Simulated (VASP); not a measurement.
An input for Quantum ESPRESSO's pw.x (written as the equivalent of a VASP run, and not itself run):

```
&CONTROL
  calculation = 'vc-relax'
  pseudo_dir = './pseudo'
  outdir = './out'
  tprnfor = .true.
  tstress = .true.
  nstep = 30
  forc_conv_thr = 0.00039
/
&SYSTEM
  ibrav = 0
  nat = 3
  ntyp = 2
  ecutwfc = 86
  occupations = 'smearing'
  smearing = 'methfessel-paxton'
  degauss = 0.00735
  input_dft = 'pbesol'
/
&ELECTRONS
  conv_thr = 7.3e-09
  electron_maxstep = 100
/
&IONS
/
&CELL
  cell_dofree = 'shape'
/
ATOMIC_SPECIES
  Ti 47.867 Ti.upf
  Se 78.971 Se.upf
CELL_PARAMETERS angstrom
     1.7577847   -3.0445725    0.0000000
     1.7577847    3.0445725    0.0000000
     0.0000000    0.0000000    5.9822674
ATOMIC_POSITIONS crystal
  Ti   0.0000000  0.0000000  0.0000000
  Se   0.3333330  0.6666670  0.2604855
  Se   0.6666670  0.3333330  0.7395145
K_POINTS automatic
  10 10 5 0 0 0
```

Question: Translate this input to VASP (INCAR, KPOINTS, POSCAR, choice of POTCAR).

Answer: This is not unique; one that fits is 
**POSCAR**
```
TiSe2
1
    1.7577847043    -3.0445724843     0.0000000000
    1.7577847043     3.0445724843     0.0000000000
    0.0000000000     0.0000000000     5.9822674112
Ti Se
1 2
Direct
  0.0000000000   0.0000000000   0.0000000000
  0.3333330000   0.6666670000   0.2604855218
  0.6666670000   0.3333330000   0.7395144782
```

**INCAR**
```
SYSTEM = TiSe2
PREC = Accurate
ENCUT = 520
EDIFF = 1E-7
NELM = 100
ALGO = Normal
LREAL = .FALSE.
LASPH = .TRUE.
ISMEAR = 1
SIGMA = 0.1
GGA = PS
LMAXMIX = 4
LWAVE = .FALSE.
LCHARG = .FALSE.
ISIF = 4
IBRION = 2
NSW = 30
EDIFFG = -0.01
```

KPOINTS:
```
Automatic mesh
0
Gamma
10 10 5
0 0 0
```

POTCAR, in this order: Ti_sv Se (PBE.64 set). Program: vasp_std.

Limits of the translation: the potentials are each code's own (VASP's PAW set, PseudoDojo norm-conserving files in pw.x), so ENCUT and ecutwfc are chosen apart and not converted; conv_thr bounds pw.x's estimated SCF error, while EDIFF bounds the energy change between steps; forc_conv_thr acts on force components and is met together with etot_conv_thr.

The compound is TiSe2 in the 1T layered structure. This cell is one point of a volume scan, at 1.03 of the reference volume. Symmetry was kept, so distortions that lower it aren't found.
